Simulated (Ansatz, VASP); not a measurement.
## PtSe2 in two plane-wave programs

Aim: how closely do two programs agree when they are given the same cell, functional and k mesh? The cell is taken from a series of runs on this material, whose earlier steps may have relaxed, scaled, displaced or heated it; both programs get it as it stands.

Program: Ansatz 0.2.0. Level of theory: plane waves, with VASP 6.6.1 beside it; PBE. Results are calculated unless marked as measured.

## Step 1: Set-up

The cell holds 6 atoms: 2 Pt and 4 Se. Its edges and angles: a = 3.722 Å, b = 3.722 Å, c = 39.000 Å, α = 90.0°, β = 90.0°, γ = 120.0°. It derives from Pt1Se2. Vacuum lies along c.

As a file:

```cif
data_structure
_symmetry_space_group_name_H-M 'P 1'
_symmetry_Int_Tables_number 1
_cell_length_a 3.7217
_cell_length_b 3.7217
_cell_length_c 39.0000
_cell_angle_alpha 90.000
_cell_angle_beta 90.000
_cell_angle_gamma 120.000
_cell_volume 467.81
loop_
_atom_site_label
_atom_site_type_symbol
_atom_site_fract_x
_atom_site_fract_y
_atom_site_fract_z
_atom_site_occupancy
Pt1 Pt 0.00000 0.00000 0.43287 1
Pt2 Pt 0.33333 0.66667 0.56714 1
Se3 Se 0.33333 0.66667 0.46628 1
Se4 Se 0.66667 0.33333 0.39899 1
Se5 Se 0.00000 0.00000 0.60101 1
Se6 Se 0.66667 0.33333 0.53353 1
```

## Step 2: VASP: G0W0 gap, PBE

Quasiparticle shifts depend on high empty states and on the cores, so they are the hardest test of two PAW sets.

Lines of VASP's logs that name or quote its potential files are left out, and so is its time.

The run reads the wave functions of an earlier VASP run, which isn't shown here.

The input, INCAR:

```
SYSTEM = PtSe2
PREC = Accurate
ENCUT = 340
ISMEAR = 0
SIGMA = 0.01
LREAL = .FALSE.
GGA = PE
NBANDS = 340
LASPH = .TRUE.
ALGO = EVGW0
NELMGW = 1
ENCUTGW = 44
NOMEGA = 64
PRECFOCK = Fast
NBANDSGW = 38
LWAVE = .FALSE.
LCHARG = .FALSE.
```

The input, POSCAR:

```
PtSe2
1.0
    3.7216582853      0.0000000000      0.0000000000
   -1.8608291427      3.2230506193      0.0000000000
    0.0000000000      0.0000000000     39.0000000000
Pt Se
2 4
Direct
    0.0000000000      0.0000000000      0.4328692957
    0.3333333333      0.6666666667      0.5671446757
    0.3333333333      0.6666666667      0.4662805225
    0.6666666667      0.3333333333      0.3989890657
    0.0000000000      0.0000000000      0.6010109343
    0.6666666667      0.3333333333      0.5335265406
```

The input, KPOINTS:

```
Automatic mesh
0
Gamma
6 6 1
0 0 0
```

Potentials, in the order of the species: Pt_sv_GW and Se_GW (PBE family, release 64).

Launch:

```sh
> export OMP_NUM_THREADS=3
> mpirun -np 1 vasp_std
```

Numbers of over 12 decimals in the logs are rounded to 6 here.

What it wrote:

```text
[banner, memory and clock lines left out]
running    1 mpi-ranks, on    1 nodes
 distrk:  each k-point on    1 cores,    1 groups
 distr:  one band on    1 cores,    1 groups
 Offloading initialized ...    1 GPUs detected
 POSCAR found type information on POSCAR PtSe
 POSCAR found :  2 types and       6 ions
|                                                                             |
|           W    W    AA    RRRRR   N    N  II  N    N   GGGG   !!!           |
|           W    W   A  A   R    R  NN   N  II  NN   N  G    G  !!!           |
|           W    W  A    A  R    R  N N  N  II  N N  N  G       !!!           |
|           W WW W  AAAAAA  RRRRR   N  N N  II  N  N N  G  GGG   !            |
|           WW  WW  A    A  R   R   N   NN  II  N   NN  G    G                |
|           W    W  A    A  R    R  N    N  II  N    N   GGGG   !!!           |
|                                                                             |
|     The default for ENCUTGWSOFT is different in this version of VASP.       |
|     please manually set ENCUTGWSOFT =44 in the INCAR file.                  |
|                                                                             |

 LDA part: xc-table for (Slater+PW92), standard interpolation
 found WAVECAR, reading the header
 POSCAR, INCAR and KPOINTS ok, starting setup
 FFT: planning ... GRIDC
 FFT: planning ... GRID_SOFT
 FFT: planning ... GRID
 reading WAVECAR
 the WAVECAR file was read successfully
 initial charge from wavefunction
 available memory per node:   1657.12 GB, setting MAXMEM to   1696893

 The Fermi energy was updated, please check that it is located mid-gap
 values below the HOMO (VB) or above the LUMO (CB) will cause erroneous energies
 E-fermi :  -1.8795

 calculate exact exchange contribution
 the WAVEDER file was read successfully
|                                                                             |
|           W    W    AA    RRRRR   N    N  II  N    N   GGGG   !!!           |
|           W    W   A  A   R    R  NN   N  II  NN   N  G    G  !!!           |
|           W    W  A    A  R    R  N N  N  II  N N  N  G       !!!           |
|           W WW W  AAAAAA  RRRRR   N  N N  II  N  N N  G  GGG   !            |
|           WW  WW  A    A  R   R   N   NN  II  N   NN  G    G                |
|           W    W  A    A  R    R  N    N  II  N    N   GGGG   !!!           |
|                                                                             |
|     Automatic setting of frequency mesh for GW failed. Frequency mesh       |
|     properly not suitable for determining QP energies. Consider             |
|     increasing number of kpoints.                                           |
|                                                                             |

energies w=
    0.000    0.000    1.036    0.000    2.069    0.000    3.099    0.000
    4.123    0.000    5.138    0.000    6.145    0.000    7.141    0.000
    8.125    0.000    9.097    0.000   10.057    0.000   11.004    0.000
   11.939    0.000   12.862    0.000   13.773    0.000   14.674    0.000
   15.565    0.000   16.447    0.000   17.322    0.000   18.190    0.000
   19.054    0.000   19.915    0.000   20.773    0.000   21.632    0.000
   22.492    0.000   23.356    0.000   24.226    0.000   25.103    0.000
   25.989    0.000   26.888    0.000   27.801    0.000   28.732    0.000
   29.683    0.000   30.657    0.000   31.658    0.000   32.689    0.000
   33.755    0.000   34.861    0.000   36.011    0.000   37.212    0.000
   38.470    0.000   39.792    0.000   41.188    0.000   42.668    0.000
   44.242    0.000   45.925    0.000   47.731    0.000   49.681    0.000
   51.795    0.000   54.100    0.000   56.629    0.000   59.421    0.000
   62.524    0.000   65.998    0.000   69.920    0.000   74.388    0.000
   79.528    0.000   85.511    0.000   92.565    0.000  101.007    0.000
  111.291    0.000  124.093    0.000  140.453    0.000  162.075    0.000
 responsefunction array rank=     336
 LDA part: xc-table for (Slater+PW92), standard interpolation

 min. memory requirement per mpi rank   1928.1 MB, per node   1928.1 MB

 allocating  64 responsefunctions rank=   336
 shmem allocating  64 responsefunctions rank=   336
 response function shared by NCSHMEM nodes    1
 Doing            64  frequencies on each core in blocks of            64
NQ=   1    0.0000    0.0000    0.0000,
|.........|.........|.........|.........|.........|.........|.........|.........
 performed        850000 updates of chi_q(r,r)
 total number of BLAS operations        544.91 Gflops
NQ=   2    0.1667    0.0000    0.0000,
|.........|.........|.........|.........|.........|.........|.........|.........
 performed       2217000 updates of chi_q(r,r)
 total number of BLAS operations       1433.37 Gflops
NQ=   3    0.3333    0.0000    0.0000,
|.........|.........|.........|.........|.........|.........|.........|.........
 performed       3584000 updates of chi_q(r,r)
 total number of BLAS operations       2430.98 Gflops
NQ=   4    0.5000    0.0000    0.0000,
|.........|.........|.........|.........|.........|.........|.........|.........
 performed       4718000 updates of chi_q(r,r)
 total number of BLAS operations       3280.99 Gflops
NQ=   5    0.1667    0.1667    0.0000,
|.........|.........|.........|.........|.........|.........|.........|.........
 performed       6162000 updates of chi_q(r,r)
 total number of BLAS operations       4293.69 Gflops
NQ=   6    0.3333    0.1667    0.0000,
|.........|.........|.........|.........|.........|.........|.........|.........
 performed       7761000 updates of chi_q(r,r)
 total number of BLAS operations       5704.41 Gflops
NQ=   7    0.3333    0.3333    0.0000,
|.........|.........|.........|.........|.........|.........|.........|.........
 performed       8740000 updates of chi_q(r,r)
 total number of BLAS operations       6589.23 Gflops
 resolving degeneracies of screened two electron integrals

 calculate QP shifts <psi_nk| G(iteration)W_0 |psi_nk>: iteration 1
 entering main loop
```

From OUTCAR (step 2):

```text
ion  position               nearest neighbor table
   1  0.000  0.000  0.433-   3 2.51   3 2.51   3 2.51   4 2.52   4 2.52   4 2.52
   2  0.333  0.667  0.567-   6 2.52   6 2.52   6 2.52   5 2.52   5 2.52   5 2.52
   3  0.333  0.667  0.466-   1 2.51   1 2.51   1 2.51
   4  0.667  0.333  0.399-   1 2.52   1 2.52   1 2.52
   5  0.000  0.000  0.601-   2 2.52   2 2.52   2 2.52
   6  0.667  0.333  0.534-   2 2.52   2 2.52   2 2.52

  LATTYP: Found a hexagonal cell.
 ALAT       =     3.7216582853
 C/A-ratio  =    10.4791995961

 Subroutine GETGRP returns: Found  6 space group operations
 (whereof  6 operations were pure point group operations)

The static configuration has the point symmetry C_3v.

 Found      7 irreducible k-points:

   k-points           NKPTS =      7   k-points in BZ     NKDIM =     36   number of bands    NBANDS=    340

   dimension x,y,z NGX =    24 NGY =   24 NGZ =  240
   dimension x,y,z NGXF=    48 NGYF=   48 NGZF=  480

   ENCUT  =  340.0 eV  24.99 Ry    5.00 a.u.   5.60  5.60 58.64*2*pi/ulx,y,z

   NELECT =      60.0000    total number of electrons

  energy-cutoff  :      340.00
  volume of cell :      467.81
      direct lattice vectors                 reciprocal lattice vectors
     3.721658285  0.000000000  0.000000000     0.268697426  0.155132531 -0.000000000
    -1.860829143  3.223050619  0.000000000     0.000000000  0.310265062  0.000000000
     0.000000000  0.000000000 39.000000000     0.000000000 -0.000000000  0.025641026

 k-points in reciprocal lattice and weights: Automatic mesh
   0.00000000  0.00000000  0.00000000       0.028
   0.16666667  0.00000000  0.00000000       0.167
   0.33333333  0.00000000  0.00000000       0.167
   0.50000000  0.00000000  0.00000000       0.083
   0.16666667  0.16666667  0.00000000       0.167
   0.33333333  0.16666667  0.00000000       0.333
   0.33333333  0.33333333  0.00000000       0.056

 E-fermi :  -1.8795

 QP shifts <psi_nk| G(iteration)W_0 |psi_nk>: iteration 1
 for sc-GW calculations column KS-energies equals QP-energies in previous step
 and V_xc(KS)=  KS-energies - (<T + V_ion + V_H > + <T+V_H+V_ion>^1  + <V_x>^1)
 k-point   1 :       0.0000    0.0000    0.0000
  band No.  KS-energies  QP-energies   sigma(KS)   V_xc(KS)     V^pw_x(r,r')   Z            occupation Imag(sigma)
    ...
     27      -3.0347      -3.2312     -12.9183     -12.6697     -14.3449       0.7901       2.0000       0.2326
     28      -2.7927      -2.9590     -12.9718     -12.7613     -14.3220       0.7902       2.0000       0.2157
     29      -2.7927      -2.9590     -12.9718     -12.7613     -14.3220       0.7902       2.0000       0.2157
     30      -2.4219      -2.5632     -12.3486     -12.1700     -13.2322       0.7906       2.0000       0.1667
     31      -0.0798       1.0780     -14.0621     -15.5095     -12.2320       0.7999       0.0000      -0.2641
     32      -0.0798       1.0780     -14.0621     -15.5095     -12.2320       0.7999       0.0000      -0.2641
     33       0.2176       1.4286     -14.1891     -15.7007     -12.1654       0.8011       0.0000      -0.3059
     34       0.2176       1.4286     -14.1891     -15.7007     -12.1654       0.8011       0.0000      -0.3059
    ...

 k-point   2 :       0.1667    0.0000    0.0000
  band No.  KS-energies  QP-energies   sigma(KS)   V_xc(KS)     V^pw_x(r,r')   Z            occupation Imag(sigma)
    ...
     27      -3.1157      -3.3369     -14.1013     -13.8200     -15.9582       0.7864       2.0000       0.2655
     28      -3.0010      -3.2864     -14.2379     -13.8738     -16.2231       0.7838       2.0000       0.2819
     29      -2.8415      -3.0241     -14.0285     -13.7967     -15.7445       0.7877       2.0000       0.2413
     30      -2.3033      -2.3911     -13.9887     -13.8773     -15.2386       0.7875       2.0000       0.1764
     31      -1.1997      -0.2262     -13.6575     -14.8715     -12.0605       0.8018       0.0000      -0.1774
     32      -0.8783       0.1248     -13.4601     -14.7107     -11.6943       0.8021       0.0000      -0.2045
     33      -0.4368       0.6808     -13.7233     -15.1241     -11.8223       0.7978       0.0000      -0.2518
     34      -0.0453       1.1468     -13.9006     -15.3906     -11.7961       0.8000       0.0000      -0.2979
    ...

 k-point   3 :       0.3333    0.0000    0.0000
  band No.  KS-energies  QP-energies   sigma(KS)   V_xc(KS)     V^pw_x(r,r')   Z            occupation Imag(sigma)
    ...
     27      -3.8703      -4.1692     -15.3138     -14.9314     -17.8420       0.7815       2.0000       0.3476
     28      -3.6185      -3.9182     -14.3449     -13.9613     -16.4439       0.7812       2.0000       0.3158
     29      -3.5992      -3.8636     -15.0336     -14.6963     -17.3516       0.7840       2.0000       0.3162
     30      -3.1971      -3.4507     -14.6419     -14.3171     -16.7101       0.7806       2.0000       0.2920
     31      -1.3272      -0.3152     -14.0328     -15.3020     -12.3535       0.7973       0.0000      -0.1884
     32      -0.5575       0.5264     -13.6299     -14.9848     -11.5654       0.8000       0.0000      -0.2650
     33      -0.5430       0.5744     -13.7541     -15.1571     -11.7642       0.7964       0.0000      -0.2627
     34      -0.0353       1.1766     -13.8776     -15.3951     -11.6475       0.7986       0.0000      -0.3208
    ...

 k-point   4 :       0.5000    0.0000    0.0000
  band No.  KS-energies  QP-energies   sigma(KS)   V_xc(KS)     V^pw_x(r,r')   Z            occupation Imag(sigma)
    ...
     27      -4.7509      -5.0575     -18.5282     -18.1269     -22.4379       0.7640       2.0000       0.5283
     28      -4.5507      -4.9289     -12.8918     -12.4134     -14.9039       0.7905       2.0000       0.3420
     29      -4.4530      -4.8769     -12.5816     -12.0416     -14.5678       0.7849       2.0000       0.3724
     30      -4.0508      -4.4074     -12.6376     -12.1846     -14.4529       0.7870       2.0000       0.3246
     31      -0.5891       0.5703     -14.5175     -15.9736     -12.3908       0.7962       0.0000      -0.2796
     32      -0.4697       0.6551     -13.9085     -15.3219     -11.8801       0.7959       0.0000      -0.2751
     33      -0.3541       0.8158     -14.1891     -15.6573     -11.9377       0.7968       0.0000      -0.3035
     34       0.1062       1.3416     -14.0606     -15.6066     -11.7817       0.7991       0.0000      -0.3424
    ...

[... 3 further parts left out ...]
```

(Continued in part 2 of 2.)

[Lines on the potential files, build, host, timing and source positions are cut from VASP's logs without a mark.]

[Logs are printed without paths, hosts, clocks, repeated set-up lines and the standing remarks that a program may print on its own settings, such as how far it seeks lower states.]

[Hosts, paths, dates, database ids (printed as entryN), source tags and the programs' standing remarks are cut or masked in the printed files.]
